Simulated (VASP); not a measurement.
```
CELL_PARAMETERS angstrom
      2.96897     0.00000     0.00000
      0.00000     2.96897     0.00000
      0.00000     0.00000     2.96897
ATOMIC_POSITIONS crystal
  Ti 0.00000 0.00000 0.00000
  Co 0.50000 0.50000 0.50000
```

Computed with PW91 GGA, VASP's PBE PAW potentials (set 64) (plane waves; VASP). Settings: 520 eV cut-off, 11×11×11 Γ-centred mesh, first-order Methfessel-Paxton smearing of 0.10 eV, potentials Ti_sv Co.

Task: What does the run give for the energy per atom (σ→0), band gap (on the k-mesh) with the smallest direct gap where there is one?

Result: 
The band gap (on the k-mesh) comes out as none (metal, semimetal or under 0.01 eV) and the energy per atom (σ→0) is -7.804 eV/atom.

The compound is TiCo in the CsCl type structure. It was relaxed first. The start is the result of an earlier pass. The run is not spin-polarised, so no magnetic state was tried. The electron count is odd and the run is not spin-polarised, which forces a metal.
